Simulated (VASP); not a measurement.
Calculation: PW91 GGA, VASP's PBE PAW potentials (set 64) (plane waves; VASP 6.6.1).

VASP input:

File POSCAR:
```
Rh
1
    0.0000000000     1.9180908452     1.9180908452
    1.9180908452     0.0000000000     1.9180908452
    1.9180908452     1.9180908452     0.0000000000
Rh
1
Direct
  0.0000000000   0.0000000000   0.0000000000
```

### KPOINTS
```
kpoints
0
gamma
16 16 16
0 0 0
```

INCAR:
```
# general
SYSTEM =Rh
PREC   =Accurate
ENCUT  =520   # plane-wave cut-off (eV)
LREAL  =F   # projection in real space or not
LASPH  =T

# electronic loop
EDIFF  =1E-7
NELM   =100
ALGO   =Normal   # blocked Davidson
LMAXMIX=4

# smearing
ISMEAR =1   # Methfessel-Paxton
SIGMA  =0.1   # width (eV)

# functional
GGA    =91   # PW91

# ions
ISIF   =2   # forces and stress, cell fixed

# output
LWAVE  =F
LCHARG =F
```

POTCAR, in this order: Rh_pv (PBE.64 set). Program: vasp_std.

The run wrote:

### OUTCAR
```
 ion  position               nearest neighbor table
   1  0.000  0.000  0.000-
  LATTYP: Found a face centered cubic cell.
 ALAT       =     3.8361816904
 Subroutine PRICEL returns:
 Original cell was already a primitive cell.
 Subroutine GETGRP returns: Found 48 space group operations
The static configuration has the point symmetry O_h .
The dynamic configuration has the point symmetry O_h .
 Subroutine INISYM returns: Found 48 space group operations
 Subroutine IBZKPT returns following result:
 Found    145 irreducible k-points:

 Following reciprocal coordinates:
            Coordinates               Weight
  0.000000  0.000000  0.000000      1.000000
  0.062500  0.000000  0.000000      8.000000
  0.125000  0.000000  0.000000      8.000000
  0.187500  0.000000  0.000000      8.000000
  0.250000  0.000000  0.000000      8.000000
  0.312500  0.000000  0.000000      8.000000
  0.375000  0.000000  0.000000      8.000000
  0.437500  0.000000  0.000000      8.000000
  0.500000  0.000000  0.000000      4.000000
  0.062500  0.062500  0.000000      6.000000
...
```

OSZICAR:
```
       N       E                     dE             d eps       ncg     rms          rms(c)
DAV:   1     0.114409145298E+03    0.11441E+03   -0.94844E+03  3204   0.145E+03
DAV:   2    -0.625610412437E+01   -0.12067E+03   -0.11542E+03  3286   0.386E+02
DAV:   3    -0.778031834174E+01   -0.15242E+01   -0.15134E+01  3673   0.491E+01
DAV:   4    -0.778955648468E+01   -0.92381E-02   -0.92371E-02  3504   0.394E+00
DAV:   5    -0.778970466873E+01   -0.14818E-03   -0.14818E-03  3645   0.466E-01    0.964E+00
DAV:   6    -0.728375118612E+01    0.50595E+00   -0.12594E+00  3340   0.164E+01    0.317E+00
DAV:   7    -0.726935266995E+01    0.14399E-01   -0.18133E-02  3574   0.170E+00    0.158E+00
DAV:   8    -0.726588188810E+01    0.34708E-02   -0.29293E-03  3367   0.866E-01    0.160E-01
DAV:   9    -0.726578851068E+01    0.93377E-04   -0.64975E-05  3682   0.131E-01    0.167E-02
DAV:  10    -0.726579237522E+01   -0.38645E-05   -0.30591E-06  3523   0.256E-02    0.179E-03
DAV:  11    -0.726579242305E+01   -0.47823E-07   -0.16284E-07  2524   0.581E-03
   1 F= -.72657924E+01 E0= -.72656983E+01  d E =-.282455E-03
```

**OUTCAR**
```
------------------------ aborting loop because EDIFF is reached ----------------------------------------
  FORCE on cell =-STRESS in cart. coord.  units (eV):
  Direction    XX          YY          ZZ          XY          YZ          ZX
  --------------------------------------------------------------------------------------
  Total        0.0020930      0.0020930      0.0020930      0.0000000      0.0000000      0.0000000
  in kB        0.2376007      0.2376007      0.2376007      0.0000000      0.0000000      0.0000000
  external PRESSURE =       0.2376007 kB  Pullay stress =       0.0000000 kB
  volume of cell :       14.11
      direct lattice vectors                 reciprocal lattice vectors
     0.000000000  1.918090845  1.918090845    -0.260675870  0.260675870  0.260675870
     1.918090845  0.000000000  1.918090845     0.260675870 -0.260675870  0.260675870
     1.918090845  1.918090845  0.000000000     0.260675870  0.260675870 -0.260675870
 POSITION                                       TOTAL-FORCE (eV/Angst)
 -----------------------------------------------------------------------------------
      0.00000      0.00000      0.00000        -0.000000      0.000000     -0.000000
 -----------------------------------------------------------------------------------
    total drift:                                0.000000      0.000000      0.000000
  FREE ENERGIE OF THE ION-ELECTRON SYSTEM (eV)
  ---------------------------------------------------
  free  energy   TOTEN  =        -7.2657924230 eV

  energy  without entropy=       -7.2655099679  energy(sigma->0) =       -7.26569827
```
(Selected blocks of OUTCAR.)

The compound is Rh in the fcc structure. It was relaxed first.
